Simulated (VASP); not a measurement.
Data:

```
EuSe
1.0
    0.00000     3.09272     3.09272
    3.09272     0.00000     3.09272
    3.09272     3.09272     0.00000
Eu Se
1 1
Direct
  0.00000   0.00000   0.00000
  0.50000   0.50000   0.50000
```

Calculation: PBEsol GGA, VASP's PBE PAW potentials (set 64) (plane waves; VASP). Run with 480 eV cut-off, 8×8×8 Γ-centred mesh, Gaussian smearing of 0.050 eV, potentials Eu_2 Se.

The 4f electrons are frozen in the core of the lanthanide potential, so 4f levels, which can set the real gap, and their magnetism are missing.

Q: What does the run give for the energy per atom (σ→0), pressure?

A: 
```
Item                            Value
---------------------  --------------
energy per atom (σ→0)  -5.206 eV/atom
pressure                    -3.98 GPa
```

Only differences to runs with the same potentials and settings are physical.

The structure comes from a computed database's EuSe entry (Fm-3m); how it stands against other phases isn't given here. This cell was strained or had an atom moved on purpose.
